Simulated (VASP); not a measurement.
The system is MoS2.

```
CELL_PARAMETERS angstrom
3.16100 0.00000 0.00000
-1.58050 2.73751 0.00000
0.00000 0.00000 15.98350
ATOMIC_POSITIONS crystal
Mo 0.33333 0.66667 0.25000
Mo 0.66667 0.33333 0.75000
S 0.66667 0.33333 0.34791
S 0.66667 0.33333 0.15209
S 0.33333 0.66667 0.84791
S 0.33333 0.66667 0.65209
```

The cell was built by a generator and needn't be a form met in nature.

Program: VASP 6.6.1. Alike in all runs: task single point; no spin polarisation; cell as given; k mesh 8 × 8 × 2; cutoff (eV) 520; smearing fermi-dirac 0.05 eV.

**Question.** Order these runs on this cell by their pressure, lowest first.
A. level LDA; potentials or basis VASP PAW LDA potentials, release 64 (Mo_sv, S); further INCAR settings ALGO = Fast; EDIFF = 1e-06
B. level PBEsol; potentials or basis VASP PAW PBE potentials, release 64 (Mo_sv, S); further INCAR settings ALGO = Fast; EDIFF = 1e-06
C. level vdW-DF2; potentials or basis VASP PAW PBE potentials, release 64 (Mo_sv, S); further INCAR settings ALGO = Fast; EDIFF = 1e-06
D. level SCAN; potentials or basis VASP PAW PBE potentials, release 64 (Mo_sv, S); further INCAR settings ALGO = Normal; EDIFF = 1e-06

**Answer.** A (-3.9 GPa), B (-2.0 GPa), D (-0.2 GPa), C (9.2 GPa).

Caveats: the PAW data sets were made with another functional, which shifts forces and pressure a little (some runs); this functional lacks dispersion, which binds the layers, so the pressure and a relaxed spacing across them are unreliable (some runs).
